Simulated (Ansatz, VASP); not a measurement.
Cs3Pt in VASP and in Ansatz

The input INCAR:

```
SYSTEM = Cs3Pt
ALGO = Normal ; EDIFF = 1E-7
ENCUT = 520 ; GGA = PE
ISIF = 2 ; ISMEAR = -1
LASPH = .True. ; LCHARG = .False.
LREAL = .False. ; LWAVE = .False.
NBANDS = 26 ; NELM = 100
PREC = Accurate ; SIGMA = 0.05
```

Contents of KPOINTS:

```
k-points
0
Gamma
  5 5 5
  0 0 0
```

Contents of POSCAR:

```
Cs3Pt
1.0
    5.7776530000      0.0000000000      0.0000000000
    0.0000000000      5.7776530000      0.0000000000
    0.0000000000      0.0000000000      5.7776530000
Pt Cs
1 3
Direct
    0.5104400000      0.4978540000      0.5053600000
    0.5078980000     -0.0020230000     -0.0022990000
   -0.0053100000      0.4995180000     -0.0083350000
   -0.0028750000      0.0009300000      0.4987820000
```

Contents of input.yaml:

```yaml
crystal:
  lattice:
    - [5.777653, 0.0, 0.0]
    - [0.0, 5.777653, 0.0]
    - [0.0, 0.0, 5.777653]
  atoms:
    - { symbol: Pt, position: [0.51044, 0.497854, 0.50536] }
    - { symbol: Cs, position: [0.507898, -0.002023, -0.002299] }
    - { symbol: Cs, position: [-0.00531, 0.499518, -0.008335] }
    - { symbol: Cs, position: [-0.002875, 0.00093, 0.498782] }
hamiltonian:
  xc: pbe
  pseudopotentials: { kind: paw }
kpoints:
  mp_grid: { grid: [5, 5, 5] }
scf:
  occupations: { method: fermi_dirac, width: 0.05 }
output:
  forces: true
  stress: true
  eigenvalues: true
```

Change from the starting cell: atoms moved at random, drawn with an rms of 0.05 Å.

Alike in both runs: task single point; functional PBE; k mesh 5 × 5 × 5; occupations fermi-dirac, width 0.05 eV; no spin polarisation.

|  | VASP | Ansatz |
| --- | --- | --- |
| version | VASP 6.6.1 | Ansatz 0.2.0 |
| potentials or method | VASP PAW PBE potentials, release 64 (Pt, Cs_sv) | Ansatz PAW |
| plane-wave cutoff (eV) | 520 | 420 |
| valence electrons in the cell | 37 | 45 |

VASP gave:

```
gap on the k mesh at the Fermi level (eV) : none
pressure (GPa)                            : -0.2
rms of the force components (eV/Å)        : 0.034
```

Task: Estimate Ansatz's values.

Result: gap on the k mesh at the Fermi level (eV): none; pressure (GPa): -0.2; rms of the force components (eV/Å): 0.033.

Atom by atom the forces differ by 0.001 eV/Å (rms over components). A gap of «none» marks a metal or a gap that the smearing closes. The two sets of potentials don't hold the same shells in valence.

The runs have no spin-orbit coupling, so splittings on Cs, Pt are missing.
